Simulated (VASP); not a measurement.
Calculation: revPBE GGA, VASP's PBE PAW potentials (set 64) (plane waves; VASP).

Input for VASP

### KPOINTS
```
K-points
0
Gamma
  9 9 3
```

INCAR:
```
# general
SYSTEM  = La
PREC    = Accurate
ENCUT   = 520
LREAL   = F
LASPH   = T

# electronic loop
EDIFF   = 1E-7
NELM    = 100
ALGO    = Normal
LMAXMIX = 6

# smearing
ISMEAR  = 1
SIGMA   = 0.1

# functional
GGA     = RE

# ions
IBRION  = 2
NSW     = 30
ISIF    = 4
EDIFFG  = -0.01

# output
LWAVE   = F
LCHARG  = F
```

POSCAR:
```
La
1
    1.8626651689    -3.2262309389     0.0000000000
    1.8626651689     3.2262309389     0.0000000000
    0.0000000000     0.0000000000    12.0583582692
La
4
Direct
  1.0000000000   0.0000000000   0.5000000000
  1.0000000000   0.0000000000   1.0000000000
  0.3333330000   0.6666670000   0.2500000000
  0.6666670000   0.3333330000   0.7500000000
```

POTCAR, in this order: La (PBE.64 set). Program: vasp_std.

Output of the run:

### OUTCAR
```
 ion  position               nearest neighbor table
   1  0.000  0.000  0.500-
   2  0.000  0.000  0.000-
   3  0.333  0.667  0.250-
   4  0.667  0.333  0.750-
  LATTYP: Found a hexagonal cell.
 ALAT       =     3.7253305360
 C/A-ratio  =     3.2368559387
 Subroutine PRICEL returns:
 Original cell was already a primitive cell.
 Subroutine GETGRP returns: Found 24 space group operations
The static configuration has the point symmetry D_3d.
 The point group associated with its full space group is D_6h.
The dynamic configuration has the point symmetry D_3d.
 Subroutine INISYM returns: Found 24 space group operations
 Subroutine IBZKPT returns following result:
 Found     24 irreducible k-points:

 Following reciprocal coordinates:
            Coordinates               Weight
  0.000000  0.000000  0.000000      1.000000
  0.111111 -0.000000  0.000000      6.000000
  0.222222 -0.000000  0.000000      6.000000
  0.333333 -0.000000  0.000000      6.000000
  0.444444 -0.000000  0.000000      6.000000
...
```

### OSZICAR
```
       N       E                     dE             d eps       ncg     rms          rms(c)
DAV:   1     0.574800371270E+03    0.57480E+03   -0.15076E+04  1248   0.232E+03
DAV:   2     0.118080599859E+03   -0.45672E+03   -0.45082E+03  1928   0.452E+02
DAV:   3    -0.173804548645E+01   -0.11982E+03   -0.11874E+03  2284   0.279E+02
DAV:   4    -0.160768066526E+02   -0.14339E+02   -0.14097E+02  2304   0.975E+01
DAV:   5    -0.180455153259E+02   -0.19687E+01   -0.19124E+01  2432   0.340E+01    0.511E+00
DAV:   6    -0.182791832716E+02   -0.23367E+00   -0.24270E+00  2440   0.115E+01    0.264E+00
DAV:   7    -0.183453861805E+02   -0.66203E-01   -0.47245E-01  2312   0.514E+00    0.777E-01
DAV:   8    -0.183669527526E+02   -0.21567E-01   -0.72278E-02  2464   0.195E+00    0.520E-01
DAV:   9    -0.183701717604E+02   -0.32190E-02   -0.68325E-03  2472   0.525E-01    0.498E-01
DAV:  10    -0.183772109427E+02   -0.70392E-02   -0.12569E-02  1888   0.131E+00    0.229E-01
DAV:  11    -0.183765425462E+02    0.66840E-03   -0.19235E-03  2192   0.501E-01    0.137E-01
DAV:  12    -0.183761885046E+02    0.35404E-03   -0.14173E-03  2224   0.345E-01    0.156E-02
DAV:  13    -0.183762030621E+02   -0.14557E-04   -0.19411E-04  2272   0.151E-01    0.241E-02
DAV:  14    -0.183761857044E+02    0.17358E-04   -0.10515E-04  2160   0.101E-01    0.201E-02
DAV:  15    -0.183761785519E+02    0.71525E-05   -0.17296E-05  2264   0.482E-02    0.693E-03
DAV:  16    -0.183761779684E+02    0.58354E-06   -0.18547E-06  1904   0.133E-02    0.167E-03
DAV:  17    -0.183761780175E+02   -0.49062E-07   -0.35321E-07  1328   0.928E-03
   1 F= -.18376178E+02 E0= -.18375575E+02  d E =-.183762E+02
       N       E                     dE             d eps       ncg     rms          rms(c)
DAV:   1    -0.183847088669E+02   -0.85309E-02   -0.66567E-01  1808   0.149E+01    0.392E-01
DAV:   2    -0.183800015263E+02    0.47073E-02   -0.20859E-02  2120   0.174E+00    0.216E-01
DAV:   3    -0.183780671470E+02    0.19344E-02   -0.11247E-02  2224   0.112E+00    0.610E-02
DAV:   4    -0.183780570285E+02    0.10119E-04   -0.57865E-04  2144   0.238E-01    0.383E-02
DAV:   5    -0.183780605823E+02   -0.35538E-05   -0.44241E-05  2312   0.559E-02    0.131E-02
DAV:   6    -0.183780591852E+02    0.13971E-05   -0.12992E-05  2280   0.309E-02    0.287E-03
DAV:   7    -0.183780590702E+02    0.11493E-06   -0.15644E-06  1784   0.954E-03    0.277E-03
DAV:   8    -0.183780592886E+02   -0.21832E-06   -0.16821E-07  1136   0.687E-03    0.900E-04
DAV:   9    -0.183780594853E+02   -0.19670E-06   -0.93584E-08   994   0.420E-03    0.294E-04
DAV:  10    -0.183780594735E+02    0.11747E-07   -0.41132E-08   834   0.518E-03
   2 F= -.18378059E+02 E0= -.18377770E+02  d E =-.188146E-02
       N       E                     dE             d eps       ncg     rms          rms(c)
DAV:   1    -0.183855510902E+02   -0.74916E-02   -0.69535E-01  1764   0.152E+01    0.400E-01
DAV:   2    -0.183807161304E+02    0.48350E-02   -0.21669E-02  2120   0.177E+00    0.222E-01
DAV:   3    -0.183786890956E+02    0.20270E-02   -0.11782E-02  2224   0.115E+00    0.622E-02
DAV:   4    -0.183786782705E+02    0.10825E-04   -0.60553E-04  2160   0.243E-01    0.390E-02
DAV:   5    -0.183786813730E+02   -0.31025E-05   -0.45378E-05  2312   0.565E-02    0.132E-02
DAV:   6    -0.183786799712E+02    0.14018E-05   -0.13326E-05  2288   0.321E-02    0.313E-03
DAV:   7    -0.183786798178E+02    0.15341E-06   -0.14576E-06  1840   0.903E-03    0.269E-03
DAV:   8    -0.183786800638E+02   -0.24602E-06   -0.15684E-07  1200   0.605E-03    0.832E-04
DAV:   9    -0.183786802537E+02   -0.18987E-06   -0.88957E-08  1004   0.411E-03    0.289E-04
DAV:  10    -0.183786802449E+02    0.87830E-08   -0.38827E-08   878   0.517E-03
   3 F= -.18378680E+02 E0= -.18378739E+02  d E =-.250223E-02
```

**OUTCAR**
```
------------------------ aborting loop because EDIFF is reached ----------------------------------------
  FORCE on cell =-STRESS in cart. coord.  units (eV):
  Direction    XX          YY          ZZ          XY          YZ          ZX
  --------------------------------------------------------------------------------------
  Total        1.4909085      1.4909087      1.5057590      0.0000000      0.0000000      0.0000000
  in kB       16.4821229     16.4821254     16.6462965      0.0000000      0.0000000      0.0000000
  external PRESSURE =      16.5368483 kB  Pullay stress =       0.0000000 kB
  volume of cell :      144.93
      direct lattice vectors                 reciprocal lattice vectors
     1.871095972 -3.240833538  0.000000000     0.267223065 -0.154281297  0.000000000
     1.871095972  3.240833538  0.000000000     0.267223065  0.154281297  0.000000000
    -0.000000000  0.000000000 11.949937672    -0.000000000  0.000000000  0.083682445
 POSITION                                       TOTAL-FORCE (eV/Angst)
 -----------------------------------------------------------------------------------
     -0.00000     -0.00000      5.97497         0.000000     -0.000000     -0.000000
      0.00000     -0.00000      0.00000         0.000000      0.000000     -0.000000
      1.87110      1.08028      2.98748        -0.000000     -0.000000      0.000000
      1.87110     -1.08028      8.96245         0.000000      0.000000     -0.000000
 -----------------------------------------------------------------------------------
    total drift:                                0.000000      0.000000      0.000000
  FREE ENERGIE OF THE ION-ELECTRON SYSTEM (eV)
  ---------------------------------------------------
  free  energy   TOTEN  =       -18.3786802449 eV

  energy  without entropy=      -18.3788566928  energy(sigma->0) =      -18.37873906

 reached required accuracy - stopping structural energy minimisation
```
(Selected blocks of OUTCAR.)

CONTCAR:
```
La
   1.00000000000000
     1.8710959716894791   -3.2408335376120116    0.0000000000000000
     1.8710959716894791    3.2408335376120116    0.0000000000000000
    -0.0000000000000000    0.0000000000000000   11.9499376716058698
  La
     4
Direct
     0.0000000000000000    0.0000000000000000    0.5000000000000000
     0.0000000000000000    0.0000000000000000    0.0000000000000000
     0.3333330000000032    0.6666669999999968    0.2500000000000000
     0.6666669999999968    0.3333330000000032    0.7500000000000000
```

The compound is La in the dhcp structure. This cell is one point of a volume scan, at 0.94 of the reference volume. Symmetry was kept, so distortions that lower it aren't found.
